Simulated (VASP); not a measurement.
A convergence study with VASP on CsPbCl$_{3}$ (cubic perovskite): one setting is varied, all else stays as given below, so the limit is that of these other settings. Each run relaxes cell and ions from the cell shown. The basis is that of the starting cell, so low cut-offs carry a Pulay error.

```xyz
5
Lattice="5.6100 0.0000 0.0000 0.0000 5.6100 0.0000 0.0000 0.0000 5.6100" Properties=species:S:1:pos:R:3 pbc="T T T"
Cs     0.0000     0.0000     0.0000
Pb     2.8050     2.8050     2.8050
Cl     2.8050     0.0000     2.8050
Cl     0.0000     2.8050     2.8050
Cl     2.8050     2.8050     0.0000
```

The numbers are results of PBE GGA, VASP's PBE PAW potentials (set 64) (plane waves; VASP), not measurements. The tightest run used: 700 eV cut-off, 4×4×4 Γ-centred mesh, Gaussian smearing of 0.050 eV, potentials Cs_sv Pb_d Cl.

Gaps are read on the run's mesh, which can miss a band edge.

| setting | relaxed volume (Å³/atom) | E (eV/atom) | gap on the mesh (eV) | plane waves |
|---|---|---|---|---|
| ENCUT = 200 | 31.655 | -3.5568 | 1.367 | 1141 |
| ENCUT = 250 | 35.675 | -3.4939 | 1.995 | 1622 |
| ENCUT = 300 | 37.187 | -3.5038 | 2.159 | 2176 |
| ENCUT = 350 | 37.597 | -3.5075 | 2.199 | 2657 |
| ENCUT = 400 | 37.743 | -3.5089 | 2.212 | 3221 |

Problem. These are the cheaper rows. Estimate the results at ENCUT = 700, and how far the last row shown lies from them.

Solution. 
| quantity | tightest run | last row shown is off by |
|---|---|---|
| relaxed volume (Å³/atom) | 37.856 | -0.113 |
| E (eV/atom) | -3.5100 | 0.0010 |
| gap on the mesh (eV) | 2.224 | -0.012 |

Left out are rungs that failed or repeat a setting and relaxations that didn't move; long series are thinned to 24 rows.

The compound is CsPbCl3 in the cubic perovskite structure, the ideal cubic form; the compound distorts at low or room temperature.
